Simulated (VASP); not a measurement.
# Ba: Ba into a neighbouring Ba vacancy, part 5 of 5

Wanted: the minimum-energy path in Ba for this move: Ba into a neighbouring Ba vacancy.

VASP 6.6.1; PBEsol; plane waves and PAW (Ba_sv).

So far. Step 4 (Relax the start): The run ended after 10 ionic steps, 0.224 eV below its first step, once the forces on the free atoms met EDIFFG = -0.05. Step 5 (Relax the end): The run ended after 10 ionic steps, 0.242 eV below its first step, once the forces on the free atoms met EDIFFG = -0.05.

## 6. Nudged elastic band (continued)

OUTCAR, selected parts (step 6):

```text
   NELECT =     530.0000    total number of electrons

  tangential force (eV/A)        -0.242015
  left and right image   1.031903  1.044377 A

  tangential force (eV/A)        -0.217650
  left and right image   1.041916  1.050678 A

 E-fermi :   1.6321

 k-point     1 :       0.2500    0.2500    0.2500
  band No.  band energies     occupation
    ...
    263       1.5515      1.77949
    264       1.5517      1.77823
    265       1.6414      0.89509
    266       1.6780      0.50768
    267       1.6784      0.50395
    268       1.8891     -0.03590
    269       1.8897     -0.03556
    270       1.9465     -0.01157
    271       1.9468     -0.01151
    272       2.0080     -0.00225
    ...

 POSITION                                       TOTAL-FORCE (eV/Angst)
 -----------------------------------------------------------------------------------
      5.07412     -0.01519     -0.02128         0.032302     -0.011903     -0.011312
      9.65651     14.68170     14.67695        -0.016399     -0.002521     -0.003049
     -0.01473      5.07000     -0.02159        -0.013906      0.036022     -0.013358
     -0.01329     -0.01816      5.06554        -0.011235     -0.013383      0.035538
      1.81566      1.81398      1.80950         0.104954      0.101618      0.101817
      4.78450      4.78498      0.05727         0.002666      0.000686     -0.004160
      4.78715      0.06463      4.77927         0.000816     -0.007034      0.000159
      7.42080      2.45574      2.44893        -0.003434     -0.005665     -0.006286
      9.80551      4.90601     14.67879         0.011607     -0.005587      0.004263
      9.80069     14.68534      4.90034         0.012004      0.002737     -0.003767
     12.20752      2.39125      2.38845        -0.003500     -0.006673     -0.008758
     14.68299      9.65596     14.67692        -0.003745     -0.020001     -0.003792
      0.06544      4.78354      4.78121        -0.005933      0.002335      0.001668
      2.45375      7.41770      2.44913        -0.003545     -0.003266     -0.004794
      4.91010      9.79614     14.67974        -0.004346      0.012226      0.003696
     14.68294     14.67752      9.65038         0.000290     -0.002399     -0.020501
      2.45585      2.45258      7.41425        -0.006329     -0.006295     -0.002283
      4.77710      4.77628      4.77295        -0.016287     -0.016284     -0.018478
      7.33321      7.32499      2.45052        -0.005474     -0.002485      0.003936
      9.82192      9.81892     14.69536         0.000451     -0.001020      0.001981
      4.91016     14.68414      9.79528        -0.004787      0.003810      0.012388
      7.33083      2.45618      7.32377        -0.002451      0.002851     -0.002277
      9.80866      4.89336      4.89035        -0.004421     -0.011825     -0.011047
     12.22888      7.35245      2.47688         0.004018     -0.006360     -0.011340
[...]
-----------------------------------------------------------------------------------
    total drift:                                0.002293      0.002220      0.006651

  FREE ENERGIE OF THE ION-ELECTRON SYSTEM (eV)
  ---------------------------------------------------
  free  energy   TOTEN  =      -113.1120685384 eV

  energy  without entropy=     -113.1474811850  energy(sigma->0) =     -113.12387275

  tangential force (eV/A)        -0.193173
  left and right image   1.050537  1.054860 A

[... 6 parts as in an earlier step ...]

[... 6 further parts left out ...]
```

The path, image by image:

```csv
image,path (A),energy (eV),"Ba5: x, y, z (Å)"
0,0.000,0.0000,"2.347, 2.354, 2.347"
1,1.051,0.1177,"1.816, 1.814, 1.810"
2,2.105,0.2123,"1.229, 1.226, 1.223"
3,3.161,0.1190,"0.642, 0.637, 0.635"
4,4.212,0.0004,"0.107, 0.097, 0.103"
```

Numbers from this step:

| Quantity | Value |
| --- | --- |
| electronic cycles | 105 |
| path length | 4.212 Å |
| barrier | 0.2123 eV |
| barrier in the reverse direction | 0.2119 eV |
| barrier from a spline through the images | 0.2123 eV |
| reaction energy | 4.19e-4 eV |

What the program prints for this run, and its count of cycles, belong to image 1; the force that counts for the threshold is the band's, across the path.

## 7. Outcome

```
hop                                      : Ba into a neighbouring Ba vacancy
barrier                                  : 0.212 eV
barrier in the reverse direction         : 0.212 eV
barrier from a spline through the images : 0.212 eV
reaction energy                          : 4.2e-4 eV
path length                              : 4.21 Å
```

In words: The barrier is 0.21 eV forwards and 0.21 eV backwards. With an attempt frequency of 10¹³ per second, taken as a typical value, this barrier gives about 10^9 hops a second at 300 K. Both ends are alike and an image sits at the midpoint, which is the saddle if the path is symmetric. The band met its force threshold after 11 steps. Cell and mesh are small and were not tested. The band started on a straight line, so other routes may lie lower.

[Lines on the potential files, build, host, timing and source positions are cut from VASP's logs without a mark.]

[Logs are printed without paths, hosts, clocks, repeated set-up lines and the standing remarks that a program may print on its own settings, such as how far it seeks lower states.]

[Hosts, paths, dates, database ids (printed as entryN), source tags and the programs' standing remarks are cut or masked in the printed files.]

[Runs that stopped without an error message from VASP are left out.]
